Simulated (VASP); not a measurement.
OSZICAR of a VASP run on MoS₂ (space group P6_3/mmc):

### OSZICAR
```
       N       E                     dE             d eps       ncg     rms          rms(c)
DAV:   1     0.497254925470E+03    0.49725E+03   -0.36131E+00   868   0.146E+01    0.804E+00
DAV:   2     0.496302259730E+03   -0.95267E+00   -0.83950E+00   897   0.159E+01    0.251E+01
DAV:   3     0.495046376230E+03   -0.12559E+01   -0.16625E+00  1140   0.471E+00    0.293E+01
DAV:   4     0.495621092595E+03    0.57472E+00   -0.35393E+00   942   0.702E+00    0.369E+01
DAV:   5     0.497346987442E+03    0.17259E+01   -0.40312E-01   997   0.243E+00    0.227E+01
DAV:   6     0.499223402284E+03    0.18764E+01   -0.12496E+00   945   0.437E+00    0.774E+00
DAV:   7     0.499168618211E+03   -0.54784E-01   -0.54832E-02  1150   0.130E+00    0.104E+01
DAV:   8     0.499208825109E+03    0.40207E-01   -0.41029E-03  1010   0.331E-01    0.103E+01
DAV:   9     0.499196713026E+03   -0.12112E-01   -0.38098E-04  1141   0.794E-02    0.105E+01
DAV:  10     0.499124086617E+03   -0.72626E-01   -0.12513E-03   938   0.192E-01    0.113E+01
DAV:  11     0.499155432752E+03    0.31346E-01   -0.23583E-04  1092   0.857E-02    0.108E+01
DAV:  12     0.499308956719E+03    0.15352E+00   -0.66781E-03  1078   0.407E-01    0.931E+00
DAV:  13     0.499308856812E+03   -0.99907E-04   -0.22939E-02  1014   0.761E-01    0.897E+00
DAV:  14     0.499537548937E+03    0.22869E+00   -0.12326E-01   969   0.163E+00    0.474E+00
DAV:  15     0.499619883021E+03    0.82334E-01   -0.40692E-02   896   0.118E+00    0.466E+00
DAV:  16     0.499756330264E+03    0.13645E+00   -0.17662E-02   896   0.792E-01    0.309E+00
DAV:  17     0.499891412293E+03    0.13508E+00   -0.53511E-03   939   0.499E-01    0.196E+00
DAV:  18     0.499948532552E+03    0.57120E-01   -0.26510E-03   983   0.311E-01    0.128E+00
DAV:  19     0.499968516088E+03    0.19984E-01   -0.70656E-04   924   0.153E-01    0.100E+00
DAV:  20     0.499967635022E+03   -0.88107E-03   -0.87124E-04   956   0.167E-01    0.520E-01
DAV:  21     0.499964235421E+03   -0.33996E-02   -0.49271E-04  1138   0.125E-01    0.445E-01
DAV:  22     0.499960127866E+03   -0.41076E-02   -0.85156E-04  1078   0.150E-01    0.443E-02
DAV:  23     0.499956815505E+03   -0.33124E-02   -0.14075E-04  1004   0.782E-02    0.677E-02
DAV:  24     0.499960142047E+03    0.33265E-02   -0.32627E-05   889   0.349E-02    0.101E-01
DAV:  25     0.499955351762E+03   -0.47903E-02   -0.46422E-05   875   0.323E-02    0.237E-02
DAV:  26     0.499956766350E+03    0.14146E-02   -0.13288E-05   875   0.229E-02    0.181E-02
DAV:  27     0.499955811854E+03   -0.95450E-03   -0.36387E-06   867   0.114E-02    0.131E-02
DAV:  28     0.499956223353E+03    0.41150E-03   -0.10962E-06   705   0.543E-03    0.110E-02
DAV:  29     0.499957242527E+03    0.10192E-02   -0.10782E-07   532   0.196E-03    0.336E-03
DAV:  30     0.499957413781E+03    0.17125E-03   -0.15814E-07   497   0.220E-03    0.385E-03
DAV:  31     0.499957860076E+03    0.44630E-03   -0.68651E-08   497   0.165E-03    0.269E-03
DAV:  32     0.499957877216E+03    0.17139E-04   -0.69411E-08   483   0.160E-03    0.338E-03
DAV:  33     0.499958027273E+03    0.15006E-03   -0.32602E-08   476   0.114E-03    0.345E-03
DAV:  34     0.499958310220E+03    0.28295E-03   -0.45550E-08   476   0.144E-03    0.246E-03
DAV:  35     0.499958450771E+03    0.14055E-03   -0.32026E-08   476   0.126E-03    0.222E-03
DAV:  36     0.499958634118E+03    0.18335E-03   -0.13819E-08   476   0.784E-04    0.101E-03
DAV:  37     0.499958713492E+03    0.79375E-04   -0.74878E-09   476   0.574E-04    0.705E-04
DAV:  38     0.499958808604E+03    0.95111E-04   -0.38872E-09   476   0.421E-04    0.196E-04
DAV:  39     0.499958814537E+03    0.59337E-05   -0.20814E-09   476   0.279E-04    0.832E-05
DAV:  40     0.499958828596E+03    0.14059E-04   -0.48999E-10   476   0.127E-04    0.219E-04
DAV:  41     0.499958833964E+03    0.53678E-05   -0.22939E-10   476   0.805E-05    0.266E-04
DAV:  42     0.499958831042E+03   -0.29222E-05   -0.77238E-11   476   0.434E-05    0.260E-04
DAV:  43     0.499958830282E+03   -0.76030E-06   -0.19065E-11   476   0.231E-05
   1 F= 0.49995883E+03 E0= 0.49995883E+03  d E =-.729402E-28
       N       E                     dE             ncg
       N       E                     dE             ncg
       N       E                     dE             ncg
       N       E                     dE             ncg
       N       E                     dE             ncg
```

Which electronic solver shows in the log?

It is blocked Davidson (ALGO = Normal, or the opening steps of other solvers). The INCAR had ALGO = Normal.

Can the final energy be trusted as converged?

The run converged. It stopped with EDIFF = 1E-6, NELM = 200 (modified Becke-Johnson potential (mBJ), plane waves, VASP's PBE PAW potentials (set 64)). mBJ is a potential without an energy functional, so only the levels count. Without a dispersion term in the relaxation, distances and binding between the weakly bound layers, chains or molecules are unreliable, and so is what depends on them.

The structure comes from a computed database's MoS2 entry (P6_3/mmc); how it stands against other phases isn't given here. It was relaxed first. The cell's shape comes from a PBE relaxation.
